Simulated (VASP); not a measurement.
Computed with vdW-DF-cx, VASP's PBE PAW potentials (set 64) (plane waves; VASP 6.6.1).

A VASP calculation is set up with these files.

INCAR:
```
AGGAC  =  0.0
ALGO  =  Normal
EDIFF  =  1E-7
ENCUT  =  520
GGA  =  CX
ISIF  =  2
ISMEAR  =  1
LASPH  =  .True.
LCHARG  =  .False.
LMAXMIX  =  4
LREAL  =  .False.
LUSE_VDW  =  .True.
LWAVE  =  .False.
NELM  =  100
PREC  =  Accurate
SIGMA  =  0.1
SYSTEM  =  V
```

POSCAR:
```
V
1
   -1.4949259536     1.4949259536     1.4949259536
    1.4949259536    -1.4949259536     1.4949259536
    1.4949259536     1.4949259536    -1.4949259536
V
1
Direct
  0.0000000000   0.0000000000   0.0000000000
```

KPOINTS:
```
Automatic mesh
0
Gamma
17 17 17
```

POTCAR, in this order: V_sv (PBE.64 set). Program: vasp_std.

Problem. What will the output report for the number of irreducible k-points (NKPTS), largest plane-wave count, number of space-group operations, FFT grid (NGX, NGY, NGZ)?

Solution. 
The number of irreducible k-points (NKPTS) is 165 and the largest plane-wave count is 370. The number of space-group operations is 48 and the FFT grid (NGX, NGY, NGZ) is 20 × 20 × 20.

The compound is V in the bcc structure. This cell is one point of a volume scan, at 1.03 of the reference volume. The run is not spin-polarised, so no magnetic state was tried.
